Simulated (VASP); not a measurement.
The system is Cd4TeO3.

```
Cd Te O
1.0
     5.62190    0.00000    0.00000
     0.00000    5.62190    0.00000
     0.00000    0.00000    5.62190
Cd Te O
4 1 3
Direct
  0.00000 0.50000 0.50000
  0.50000 0.00000 0.50000
  0.50000 0.50000 0.00000
  0.50000 0.50000 0.50000
  0.00000 0.00000 0.00000
  0.50000 0.00000 0.00000
  0.00000 0.50000 0.00000
  0.00000 0.00000 0.50000
```

The cell was built by a generator and needn't be a form met in nature.

| Item | Value |
| --- | --- |
| Program | VASP 6.6.1 |
| Task | relaxation of cell and atoms |
| Functional | PBE |
| Potentials or basis | VASP PAW PBE potentials, release 64 (Cd, Te, O) |
| Cutoff | 520 eV |
| k mesh | 3 × 3 × 3 |
| Occupations | gaussian, width 0.15 eV |
| Spin | no spin polarisation |

At the start: pressure -9.5 GPa; volume 22.21 Å³/atom.

Task: How do energy, volume and symmetry change on relaxing?

Result: Over 3 steps the energy falls by 159.6 meV/atom and the volume is 17.99 Å³/atom (-19.0 %); space group Pm-3m (No. 221, to 0.05 Å).

The path:
```tsv
step	energy change (eV)	largest force (eV/Å)	pressure (GPa)	volume (Å³)
1	0.0000	0.0000	-9.52	177.68
2	-1.2692	0.0000	-1.09	145.87
3	-1.2768	0.0000	-0.08	143.94
```

Final structure:
```
Cd Te O
1.0
     5.24077    0.00000    0.00000
     0.00000    5.24077    0.00000
     0.00000    0.00000    5.24077
Cd Te O
4 1 3
Direct
  0.00000 0.50000 0.50000
  0.50000 0.00000 0.50000
  0.50000 0.50000 0.00000
  0.50000 0.50000 0.50000
  0.00000 0.00000 0.00000
  0.50000 0.00000 0.00000
  0.00000 0.50000 0.00000
  0.00000 0.00000 0.50000
```

Caveat: the k mesh is coarse (spacing up to 0.37 Å⁻¹), so the values aren't converged; the volume moved by over 15 % at a fixed basis, so the end points are rough.
